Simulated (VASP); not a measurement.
Output of a VASP run:

**OUTCAR**
```
 ion  position               nearest neighbor table
   1  0.000  0.000  0.000-
  LATTYP: Found a face centered cubic cell.
 ALAT       =     4.0513316750
 Subroutine PRICEL returns:
 Original cell was already a primitive cell.
 Subroutine GETGRP returns: Found 48 space group operations
The static configuration has the point symmetry O_h .
The dynamic configuration has the point symmetry O_h .
 Subroutine INISYM returns: Found 48 space group operations
 Subroutine IBZKPT returns following result:
 Found    104 irreducible k-points:

 Following reciprocal coordinates:
            Coordinates               Weight
  0.000000  0.000000  0.000000      1.000000
  0.071429  0.000000  0.000000      8.000000
  0.142857  0.000000  0.000000      8.000000
  0.214286  0.000000  0.000000      8.000000
  0.285714  0.000000  0.000000      8.000000
  0.357143  0.000000  0.000000      8.000000
  0.428571  0.000000  0.000000      8.000000
  0.500000  0.000000  0.000000      4.000000
  0.071429  0.071429  0.000000      6.000000
  0.142857  0.071429  0.000000     24.000000
  0.214286  0.071429  0.000000     24.000000
  0.285714  0.071429  0.000000     24.000000
  0.357143  0.071429  0.000000     24.000000
  0.428571  0.071429  0.000000     24.000000
  0.500000  0.071429  0.000000     24.000000
 -0.428571  0.071429  0.000000     24.000000
 -0.357143  0.071429  0.000000     24.000000
 -0.285714  0.071429  0.000000     24.000000
 -0.214286  0.071429  0.000000     24.000000
 -0.142857  0.071429  0.000000     24.000000
 -0.071429  0.071429  0.000000     12.000000
  0.142857  0.142857  0.000000      6.000000
  0.214286  0.142857  0.000000     24.000000
  0.285714  0.142857  0.000000     24.000000
  0.357143  0.142857  0.000000     24.000000
  0.428571  0.142857  0.000000     24.000000
  0.500000  0.142857  0.000000     24.000000
 -0.428571  0.142857  0.000000     24.000000
 -0.357143  0.142857  0.000000     24.000000
 -0.285714  0.142857  0.000000     24.000000
 -0.214286  0.142857  0.000000     24.000000
 -0.142857  0.142857  0.000000     12.000000
  0.214286  0.214286  0.000000      6.000000
  0.285714  0.214286  0.000000     24.000000
  0.357143  0.214286  0.000000     24.000000
  0.428571  0.214286  0.000000     24.000000
  0.500000  0.214286  0.000000     24.000000
 -0.428571  0.214286  0.000000     24.000000
 -0.357143  0.214286  0.000000     24.000000
 -0.285714  0.214286  0.000000     24.000000
   k-points           NKPTS =    104   k-points in BZ     NKDIM =    104   number of bands    NBANDS=      9
   number of dos      NEDOS =    301   number of ions     NIONS =      1
   total plane-waves  NPLWV =   8000
   dimension x,y,z NGX =    20 NGY =   20 NGZ =   20
   dimension x,y,z NGXF=    40 NGYF=   40 NGZF=   40
   ions per type =               1
   PREC   = accura    normal or accurate (medium, high low for compatibility)
   ISTART =      0    job   : 0-new  1-cont  2-samecut
   ICHARG =      2    charge: 1-file 2-atom 10-const
   ISPIN  =      1    spin polarized calculation?
   LNONCOLLINEAR =      F non collinear calculations
   LSORBIT =      F    spin-orbit coupling
   INIWAV =      1    electr: 0-lowe 1-rand  2-diag
   ENCUT  =  400.0 eV  29.40 Ry    5.42 a.u.   4.67  4.67  4.67*2*pi/ulx,y,z
   NELM   =    100;   NELMIN=  2; NELMDL= -5     # of ELM steps
   EDIFF  = 0.1E-07   stopping-criterion for ELM
   LREAL  =      F    real-space projection
   NLSPLINE    = F    spline interpolate recip. space projectors
   LMAXMIX     =    6 max onsite mixed and CHGCAR
   VOSKOWN=      0    Vosko Wilk Nusair interpolation
   EDIFFG = -.1E-02   stopping-criterion for IOM
   NSW    =     30    number of steps for IOM
   NBLOCK =      1;   KBLOCK =     30    inner block; outer block
   IBRION =      1    ionic relax: 0-MD 1-quasi-New 2-CG
   NFREE  =      0    steps in history (QN), initial steepest desc. (CG)
...
```

**OSZICAR**
```
       N       E                     dE             d eps       ncg     rms          rms(c)
DAV:   1     0.297513195047E+02    0.29751E+02   -0.50866E+03  2272   0.873E+02
DAV:   2    -0.455176828408E+01   -0.34303E+02   -0.32033E+02  1941   0.171E+02
DAV:   3    -0.476883791171E+01   -0.21707E+00   -0.21680E+00  2198   0.144E+01
DAV:   4    -0.476944314137E+01   -0.60523E-03   -0.60521E-03  2118   0.765E-01
DAV:   5    -0.476944640639E+01   -0.32650E-05   -0.32649E-05  2150   0.566E-02    0.104E+01
DAV:   6    -0.447097810474E+01    0.29847E+00   -0.96438E-01  1909   0.948E+00    0.639E+00
DAV:   7    -0.444644023991E+01    0.24538E-01   -0.85441E-02  2009   0.272E+00    0.290E+00
DAV:   8    -0.444298442133E+01    0.34558E-02   -0.21864E-03  2037   0.575E-01    0.248E-01
DAV:   9    -0.444298293301E+01    0.14883E-05   -0.65908E-06  2092   0.297E-02    0.715E-03
DAV:  10    -0.444298414671E+01   -0.12137E-05   -0.85177E-07  2144   0.877E-03    0.503E-04
DAV:  11    -0.444298415370E+01   -0.69919E-08   -0.17195E-08  2066   0.131E-03
   1 F= -.44429842E+01 E0= -.44431003E+01  d E =-.444298E+01
```

**OUTCAR**
```
------------------------ aborting loop because EDIFF is reached ----------------------------------------
  FORCE on cell =-STRESS in cart. coord.  units (eV):
  Direction    XX          YY          ZZ          XY          YZ          ZX
  --------------------------------------------------------------------------------------
  Total        0.0007518      0.0007518      0.0007518      0.0000000     -0.0000000     -0.0000000
  in kB        0.0724573      0.0724573      0.0724573      0.0000000     -0.0000000     -0.0000000
  external PRESSURE =       0.0724573 kB  Pullay stress =       0.0000000 kB
  volume of cell :       16.62
      direct lattice vectors                 reciprocal lattice vectors
     0.000000000  2.025665838  2.025665838    -0.246832420  0.246832420  0.246832420
     2.025665838  0.000000000  2.025665838     0.246832420 -0.246832420  0.246832420
     2.025665838  2.025665838  0.000000000     0.246832420  0.246832420 -0.246832420
 POSITION                                       TOTAL-FORCE (eV/Angst)
 -----------------------------------------------------------------------------------
      0.00000      0.00000      0.00000        -0.000000      0.000000     -0.000000
 -----------------------------------------------------------------------------------
    total drift:                               -0.000000     -0.000000     -0.000000
  FREE ENERGIE OF THE ION-ELECTRON SYSTEM (eV)
  ---------------------------------------------------
  free  energy   TOTEN  =        -4.4429841537 eV

  energy  without entropy=       -4.4433325479  energy(sigma->0) =       -4.44310029

 reached required accuracy - stopping structural energy minimisation
```
(Selected blocks of OUTCAR.)

### POSCAR
```
Au
1
   -0.0000000000     2.0256658375     2.0256658375
    2.0256658375     0.0000000000     2.0256658375
    2.0256658375     2.0256658375     0.0000000000
Au
1
Direct
  0.0000000000   0.0000000000   0.0000000000
```

Write an INCAR and KPOINTS that could have produced this output.

This is not unique; one that fits is the input of the run itself, LDA (Ceperley-Alder, Perdew-Zunger), plane waves, VASP's LDA PAW potentials (set 64).

### INCAR
```
SYSTEM = Au
PREC = Accurate; ENCUT = 400; LREAL = .False.
LASPH = .True.
EDIFF = 1E-8; NELM = 100; ALGO = Normal
LMAXMIX = 6
ISMEAR = 1; SIGMA = 0.1
IBRION = 1; NSW = 30; ISIF = 2
EDIFFG = -0.001
LWAVE = .False.; LCHARG = .False.
```

**KPOINTS**
```
Automatic mesh
0
Gamma
14 14 14
0 0 0
```

POTCAR, in this order: Au (LDA.64 set). Program: vasp_std.

The structure comes from a computed database's Au entry (Fm-3m); how it stands against other phases isn't given here. It was relaxed first, which changed the volume by -8 %. The start is the result of an earlier pass.
